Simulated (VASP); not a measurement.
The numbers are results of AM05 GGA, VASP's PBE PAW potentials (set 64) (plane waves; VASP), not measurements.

A VASP calculation is set up with these files.

### KPOINTS
```
Automatic mesh
0
Gamma
11 11 11
0 0 0
```

POSCAR:
```
CoGa
1
    2.8800000000     0.0000000000     0.0000000000
    0.0000000000     2.8800000000     0.0000000000
    0.0000000000     0.0000000000     2.8800000000
Ga Co
1 1
Direct
  0.5000000000   0.5000000000   0.5000000000
  0.0000000000   0.0000000000   0.0000000000
```

INCAR:
```
! general
SYSTEM  = CoGa
PREC    = Accurate
ENCUT   = 520
LREAL   = .False.   ! projection in real space or not
LASPH   = .True.

! electronic loop
EDIFF   = 1E-6   ! SCF stop (eV)
NELM    = 100   ! most electronic steps
ALGO    = Normal   ! blocked Davidson
LMAXMIX = 4   ! l cut-off of mixed one-centre charges

! smearing
ISMEAR  = 1
SIGMA   = 0.1   ! width (eV)

! functional
GGA     = AM   ! AM05

! ions
IBRION  = 2   ! conjugate gradients
NSW     = 60   ! most ionic steps
ISIF    = 3
EDIFFG  = -0.01

! output
LWAVE   = .False.
LCHARG  = .False.
```

POTCAR, in this order: Ga_d Co (PBE.64 set). Program: vasp_std.

Energy and stress use the plane-wave basis of the starting cell.

What does the run give for the energy per atom (σ→0), volume per atom, band gap (on the k-mesh)?

| Property | Result |
|---|---|
| energy per atom (σ→0) | -5.668 eV/atom |
| band gap (on the k-mesh) | none (metal, semimetal or under 0.01 eV) |
| volume per atom | 11.42 Å³/atom |

**OSZICAR**
```
...
DAV:   2    -0.118640875110E+02    0.34893E-01   -0.59524E+00  1723   0.358E+01    0.513E+00
DAV:   3    -0.113935740323E+02    0.47051E+00   -0.27092E+00  1780   0.240E+01    0.174E+00
DAV:   4    -0.113418606228E+02    0.51713E-01   -0.10682E-01  2163   0.528E+00    0.353E-01
DAV:   5    -0.113367699295E+02    0.50907E-02   -0.70847E-03  2319   0.154E+00    0.754E-02
DAV:   6    -0.113365588828E+02    0.21105E-03   -0.29639E-04  2170   0.274E-01    0.197E-02
DAV:   7    -0.113365606670E+02   -0.17842E-05   -0.10766E-05  2623   0.402E-02    0.377E-03
DAV:   8    -0.113365613585E+02   -0.69144E-06   -0.62861E-07   980   0.111E-02
   3 F= -.11336561E+02 E0= -.11336898E+02  d E =-.283968E-01
```

The compound is CoGa in the CsCl type structure. This run relaxes it. Symmetry was kept, so distortions that lower it aren't found. The run is not spin-polarised, so no magnetic state was tried.
